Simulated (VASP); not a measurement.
# ZnO (zincite) with PBE: from relaxation to properties, part 2 of 2

Aim: relax ZnO (zincite) with PBE, compute its properties on that cell and hold them against experiment. The start is a cell from a database of measured crystal structures.

VASP 6.6.1, plane waves and PAW; the level of theory is named at each step.

So far, gap on the k-mesh (eV): 0.717 in steps 2, 3, 6, 7 and 8. The relaxed cell has a = 3.289, c = 5.302 Å (conventional setting).

## 9. Core levels (PBE)

Core levels shift with the potential at each site, so they tell like atoms on unlike sites apart.

Contents of INCAR:

```
SYSTEM = ZnO
PREC = Accurate
ENCUT = 520
EDIFF = 1E-06
NELM = 100
ISMEAR = 0
SIGMA = 0.05
LREAL = .FALSE.
ALGO = Normal
GGA = PE
NBANDS = 24
LORBIT = 11
LWAVE = .FALSE.
LCHARG = .FALSE.
KPAR = 4
ICORELEVEL = 1
```

Contents of POSCAR:

```
ZnO
1.0
    3.2885064752      0.0000000000      0.0000000000
   -1.6442532376      2.8479301480      0.0000000000
    0.0000000000      0.0000000000      5.3018776255
Zn O
2 2
Direct
    0.3333333333      0.6666666667      0.4996979181
    0.6666666667      0.3333333333      0.9996979181
    0.6666666667      0.3333333333      0.3793120819
    0.3333333333      0.6666666667      0.8793120819
```

Contents of KPOINTS:

```
Automatic mesh
0
Gamma
8 8 4
0 0 0
```

PAW data sets: Zn and O (PBE family, release 64).

Launch:

```console
mpirun -np 4 vasp_std
```

It took 19 s on 4 MPI ranks of AMD EPYC 7R43, shared host; peak memory 0.57 GiB.

These are scalar-relativistic Kohn-Sham levels of the ground state, with no core hole, so they are not binding energies.

Numbers from this step:

```
SCF cycles                     : 15
bands                          : 24
irreducible k-points           : 30
Fermi energy                   : 1.127 eV
pressure                       : 0.03717 GPa
gap on the k-mesh              : 0.7169 eV
least direct gap on the k-mesh : 0.7169 eV
```

Kohn-Sham core levels. Core levels, by row:

```tsv
atom	shell	level below the valence-band top (eV)
Zn1	1s	9518
Zn1	2s	1152
Zn1	2p	997.4
Zn1	3s	123.3
Zn1	3p	77.54
Zn2	1s	9518
Zn2	2s	1152
Zn2	2p	997.4
Zn2	3s	123.3
Zn2	3p	77.54
O3	1s	504.8
O4	1s	504.8
```

Atoms of one element give levels within 0.1 eV of each other.

## 10. A semilocal run for the hybrid's start

A hybrid converges badly from random orbitals, so a cheap semilocal run writes a WAVECAR on the same mesh first.

Contents of INCAR:

```
SYSTEM = ZnO
PREC = Accurate
ENCUT = 520
EDIFF = 1E-05
NELM = 100
ISMEAR = 0
SIGMA = 0.05
LREAL = .FALSE.
ALGO = Normal
GGA = PE
NBANDS = 24
LORBIT = 11
LWAVE = .TRUE.
LCHARG = .FALSE.
KPAR = 4
```

POSCAR is that of step 9.

Contents of KPOINTS:

```
Automatic mesh
0
Gamma
5 5 3
0 0 0
```

Launch:

```console
mpirun -np 4 vasp_std
```

Wall time 9.2 s (4 MPI ranks); peak memory 0.51 GiB; 34 s of CPU time.

This step gave:

* SCF cycles: 14
* irreducible k-points: 10
* free energy (TOTEN): -17.85 eV
* Fermi energy: 1.130 eV
* pressure: -0.1487 GPa
* gap on the k-mesh: 0.7135 eV
* least direct gap on the k-mesh: 0.7135 eV

The run ends at a pressure of -0.15 GPa, with forces up to 0.0088 eV/Å.

## 11. Bands along the symmetry lines (HSE06)

This step: HSE06; plane waves and PAW (Zn, O) (VASP 6.6.1).

HSE06 mixes in a quarter of exact exchange at short range, at far higher cost; in semiconductors this cures much of the gap error, while metals seldom gain.

Contents of INCAR:

```
SYSTEM = ZnO
PREC = Accurate
ENCUT = 520
EDIFF = 1E-06
NELM = 100
ISMEAR = 0
SIGMA = 0.05
LREAL = .FALSE.
ALGO = Normal
LHFCALC = .TRUE.
AEXX = 0.25
GGA = PE
HFSCREEN = 0.2
LASPH = .TRUE.
NBANDS = 24
PRECFOCK = Fast
LORBIT = 11
LWAVE = .FALSE.
LCHARG = .FALSE.
KPAR = 4
```

POSCAR is that of step 10.

KPOINTS is that of step 10.

Contents of KPOINTS_OPT:

```
Line mode
6
Line-mode
Reciprocal
  0.00000000   0.00000000   0.00000000 GAMMA
  0.50000000   0.00000000   0.00000000 M

  0.50000000   0.00000000   0.00000000 M
  0.33333333   0.33333333   0.00000000 K

  0.33333333   0.33333333   0.00000000 K
  0.00000000   0.00000000   0.00000000 GAMMA

  0.00000000   0.00000000   0.00000000 GAMMA
  0.00000000   0.00000000   0.50000000 A

  0.00000000   0.00000000   0.50000000 A
  0.50000000   0.00000000   0.50000000 L

  0.50000000   0.00000000   0.50000000 L
  0.33333333   0.33333333   0.50000000 H

  0.33333333   0.33333333   0.50000000 H
  0.00000000   0.00000000   0.50000000 A

  0.50000000   0.00000000   0.50000000 L
  0.50000000   0.00000000   0.00000000 M

  0.33333333   0.33333333   0.00000000 K
  0.33333333   0.33333333   0.50000000 H
```

The WAVECAR or CHGCAR of an earlier step is read.

Launch:

```console
mpirun -np 4 vasp_std
```

Wall time 32 min (4 MPI ranks); peak memory 1.1 GiB; 2.1 h of CPU time.

The PAW data sets were made with PBE, which is usual practice but a small mismatch for other functionals.

Numbers from this step:

```yaml
scf_cycles: 10
free_energy_toten: -22.74 eV
fermi_energy: -0.1109 eV
least_gap_on_mesh_and_path: 2.397 eV
least_direct_gap_on_mesh_and_path: 2.398 eV
```

Electronic bands along the path, in eV, zero at the valence-band top; v1 is the highest filled band, c1 the lowest empty one:

```tsv
point	v4	v3	v2	v1	c1	c2	c3
Γ	-0.80	-0.06	0.00	0.00	2.40	7.04	10.11
0.40 of the way	-1.40	-1.28	-0.34	-0.27	4.23	8.44	10.01
M	-2.90	-2.23	-1.32	-0.83	7.59	8.61	9.32
0.60 of the way	-3.28	-2.42	-1.63	-1.38	8.57	9.36	9.41
K	-3.75	-1.98	-1.98	-1.77	9.37	9.64	9.64
0.40 of the way	-2.91	-2.15	-0.95	-0.85	6.36	9.48	10.42
Γ	-0.80	-0.06	0.00	0.00	2.40	7.04	10.11
0.60 of the way	-0.63	-0.63	-0.16	-0.16	3.77	6.26	10.79
A	-0.39	-0.39	-0.39	-0.39	5.11	5.11	11.97
0.40 of the way	-1.17	-1.17	-0.77	-0.77	6.13	6.13	11.65
L	-1.50	-1.50	-1.38	-1.38	7.44	7.44	10.43
0.60 of the way	-2.36	-2.36	-1.24	-1.24	8.51	8.51	10.45
H	-2.80	-2.80	-1.21	-1.21	9.77	9.77	9.81
0.60 of the way	-1.25	-1.25	-0.96	-0.96	6.42	6.42	11.54
A	-0.39	-0.39	-0.39	-0.39	5.11	5.11	11.97
jump to L	-1.50	-1.50	-1.38	-1.38	7.44	7.44	10.43
0.40 of the way	-2.08	-1.92	-1.13	-1.10	7.20	8.08	9.99
M	-2.90	-2.23	-1.32	-0.83	7.59	8.61	9.32
jump to K	-3.75	-1.98	-1.98	-1.77	9.37	9.64	9.64
0.60 of the way	-3.42	-2.20	-1.46	-1.46	9.57	9.72	9.72
H	-2.80	-2.80	-1.21	-1.21	9.77	9.77	9.81
```

Of the projections kept (Zn, O), the largest for each band there; the rest of the weight can lie on other orbitals:

```tsv
point	v4	v3	v2	v1	c1	c2	c3
Γ	O 0.70	O 0.73	O 0.71	O 0.71	Zn 0.61	Zn 0.80	O 0.73
M	O 0.60	O 0.71	O 0.65	O 0.71	Zn 0.63	Zn 0.57	Zn 0.69
K	O 0.55	O 0.63	O 0.63	O 0.63	Zn 0.91	Zn 0.54	Zn 0.54
Γ	O 0.70	O 0.73	O 0.71	O 0.71	Zn 0.61	Zn 0.80	O 0.73
A	O 0.70	O 0.70	O 0.70	O 0.70	O 0.54	O 0.54	Zn 0.77
L	O 0.69	O 0.69	O 0.69	O 0.69	Zn 0.78	Zn 0.78	O 0.56
```

The gap moves by +1.68 eV against PBE, which ran on another mesh.

## 12. Bands along the symmetry lines (TB-mBJ)

This step: TB-mBJ; plane waves and PAW (Zn, O) (VASP 6.6.1).

Levels along the symmetry lines show where the bands peak and cross; KPOINTS_OPT computes them in the converged potential. TB-mBJ is a local potential fitted to gaps: it costs far less than a hybrid but gives no energy.

Contents of INCAR:

```
SYSTEM = ZnO
PREC = Accurate
ENCUT = 520
EDIFF = 1E-06
NELM = 150
ISMEAR = 0
SIGMA = 0.05
LREAL = .FALSE.
ALGO = Normal
METAGGA = MBJ
LASPH = .TRUE.
NBANDS = 32
LORBIT = 11
LWAVE = .FALSE.
LCHARG = .FALSE.
KPAR = 4
```

POSCAR is that of step 11.

Contents of KPOINTS:

```
Automatic mesh
0
Gamma
8 8 4
0 0 0
```

KPOINTS_OPT: that of step 11 with these lines changed.

```diff
@@ -1,3 +1,3 @@
 Line mode
-6
+16
 Line-mode
```

Launch:

```console
mpirun -np 4 vasp_std
```

Wall time 1.8 min (4 MPI ranks); peak memory 0.74 GiB.

This functional is a potential without an energy, so its energies, forces and stress mean nothing and are not read.

This step gave:

- SCF cycles: 48
- bands: 32
- irreducible k-points: 30
- Fermi energy: 2.560 eV
- least gap on mesh and path: 2.532 eV
- least direct gap on mesh and path: 2.532 eV

Electronic bands along the path, in eV, zero at the valence-band top; v1 is the highest filled band, c1 the lowest empty one:

```tsv
point	v4	v3	v2	v1	c1	c2	c3
Γ	-0.67	-0.09	0.00	0.00	2.53	7.10	9.75
0.47 of the way	-1.21	-1.19	-0.38	-0.30	4.49	8.67	9.73
M	-2.31	-1.91	-1.01	-0.72	7.42	8.49	9.30
0.47 of the way	-2.56	-1.96	-1.20	-0.96	8.00	8.93	9.37
K	-2.95	-1.56	-1.56	-1.39	9.34	9.34	9.46
0.47 of the way	-1.95	-1.51	-0.61	-0.57	5.52	9.26	10.02
Γ	-0.67	-0.09	0.00	0.00	2.53	7.10	9.75
0.47 of the way	-0.58	-0.58	-0.08	-0.08	3.28	6.48	10.30
A	-0.33	-0.33	-0.33	-0.33	4.93	4.93	11.90
0.53 of the way	-1.11	-1.11	-0.83	-0.83	6.39	6.39	11.19
L	-1.27	-1.27	-1.17	-1.17	7.48	7.48	10.09
0.53 of the way	-1.78	-1.78	-1.10	-1.10	8.26	8.26	10.14
H	-2.15	-2.15	-1.08	-1.08	9.61	9.61	9.70
0.53 of the way	-1.12	-1.12	-0.92	-0.92	6.49	6.49	11.30
A	-0.33	-0.33	-0.33	-0.33	4.93	4.93	11.90
jump to L	-1.27	-1.27	-1.17	-1.17	7.48	7.48	10.09
0.47 of the way	-1.81	-1.68	-0.94	-0.90	7.23	8.13	9.67
M	-2.31	-1.91	-1.01	-0.72	7.42	8.49	9.30
jump to K	-2.95	-1.56	-1.56	-1.39	9.34	9.34	9.46
0.47 of the way	-2.75	-1.58	-1.34	-1.34	9.44	9.44	9.52
H	-2.15	-2.15	-1.08	-1.08	9.61	9.61	9.70
```

Of the projections kept (Zn, O), the largest for each band there; the rest of the weight can lie on other orbitals:

```tsv
point	v4	v3	v2	v1	c1	c2	c3
Γ	O 0.57	O 0.61	O 0.59	O 0.59	Zn 0.65	Zn 0.81	O 0.70
M	Zn 0.62	O 0.52	Zn 0.50	O 0.58	Zn 0.66	Zn 0.51	Zn 0.74
K	Zn 0.80	Zn 0.54	Zn 0.54	Zn 0.51	Zn 0.58	Zn 0.58	Zn 0.93
Γ	O 0.57	O 0.61	O 0.59	O 0.59	Zn 0.65	Zn 0.81	O 0.70
A	O 0.58	O 0.58	O 0.58	O 0.58	Zn 0.50	Zn 0.50	Zn 0.79
L	O 0.54	O 0.54	O 0.54	O 0.54	Zn 0.79	Zn 0.79	O 0.53
```

The gap moves by +1.82 eV against PBE.

## 13. Results

```yaml
relaxed_volume: 12.41 Å³/atom
relaxed_conventional_cell_a_b_c: 3.289, 3.289, 5.302 Å; angles 90.0, 90.0, 120.0°
space_group_after_relaxing_within_0p02_a: P6_3mc (No. 186)
band_gap: 0.717 eV, direct
gap_among_the_points_of_the_dos_mesh_alone_an_upper_bound: 0.717 eV
highest_zone_centre_mode: 509 cm⁻¹
strongest_peak_of_eps_2_mean_over_directions: 10.3 eV
shallowest_level_of_the_frozen_cores: Zn1 3p, 77.5 eV deep
band_gap_hse06: 2.40 eV, direct
band_gap_tb_mbj: 2.53 eV, direct
```

In words: With PBE, ZnO (zincite) relaxes to 12.41 Å³/atom in space group P6_3mc (held by the symmetry of the run) and has a direct gap of 0.717 eV (2.40 eV with HSE06). Against the listed cell the volume lies +4.3 % (a +1.2 %, c +1.8 %). Zone-centre phonons (PBE): Mean Born effective charge: Zn1 2.19, O3 -2.19 e. Zone-centre phonons (PBE): The highest mode in this list at Γ, 509.2 cm⁻¹, is mostly motion of O (99 % of the kinetic energy). Bands along the symmetry lines (HSE06): On this path the gap is direct, 2.40 eV, with the valence top at Γ and the conduction bottom at Γ. Bands along the symmetry lines (TB-mBJ): On this path the gap is direct, 2.53 eV, with the valence top at Γ and the conduction bottom at Γ. The other levels ran on the cell relaxed with PBE, and without spin-orbit coupling unless named. The gaps belong to a cell whose volume lies +4.3 % from the listed one, and gaps move with volume, which bears on their distance from experiment. Semilocal functionals usually underestimate gaps. Modes at Γ alone can't show that the crystal is stable at other wave vectors, and the LO-TO splitting is not included. No search among competing phases was made, and a listed structure need not be the one stable at ambient conditions. All values are for a static lattice at zero temperature.

Calculation against experiment:

```
                   quantity  measured              PBE            HSE06           TB-mBJ
     lattice constant a (Å)   3.24945   3.289 (+1.2 %)                -                -
     lattice constant c (Å)   5.20574   5.302 (+1.8 %)                -                -
  band gap (least gap) (eV)      3.38  0.72 (-2.66 eV)  2.40 (-0.98 eV)  2.53 (-0.85 eV)
 Raman mode, E2(low) (cm⁻¹)        95      93 (-1.9 %)                -                -
  Raman mode, A1(TO) (cm⁻¹)       374     351 (-6.3 %)                -                -
Raman mode, E2(high) (cm⁻¹)     434.6     404 (-7.0 %)                -                -
```

Cost of the run behind each value, in core time: PBE 4.5 min, HSE06 2.1 h, TB-mBJ 7.1 min.

Measured values from arxiv:0808.0492 (2008), pmc:10652265 (2023) and pmc:6864518 (2019).

Verdict: Measured modes were matched to the nearest mode of that symmetry; at PBE, 3 of them have a partner, and the computed frequencies miss them by 5.1 % on average (mean signed -5.1 %), which is fair agreement. The lattice constant a is off by +1.2 %: fair agreement. The lattice constant c is off by +1.8 %: fair agreement. For the band gap, of the levels listed nearest comes TB-mBJ (-0.85 eV, a clear miss) and farthest PBE (-2.66 eV, a clear miss). Zero-point and thermal motion shift the measured gap. The grades are ours: good and fair within 0.7 and 1.5 % for the lattice constant a, 0.8 and 2 % for the lattice constant c and 3 and 7 % for the Raman mode. For lattice constants and Raman mode the calculation has a static lattice, without zero-point motion or thermal expansion (measured at up to 300 K). As a rule both would widen the computed cell, so the excess over experiment is if anything larger than shown.

[Lines on the potential files, build, host, timing and source positions are cut from VASP's logs without a mark.]

[Logs are printed without paths, hosts, clocks, repeated set-up lines and the standing remarks that a program may print on its own settings, such as how far it seeks lower states.]

[Hosts, paths, dates, database ids (printed as entryN), source tags and the programs' standing remarks are cut or masked in the printed files.]

[A measured line is paired with the nearest computed mode of its activity, which favours agreement.]
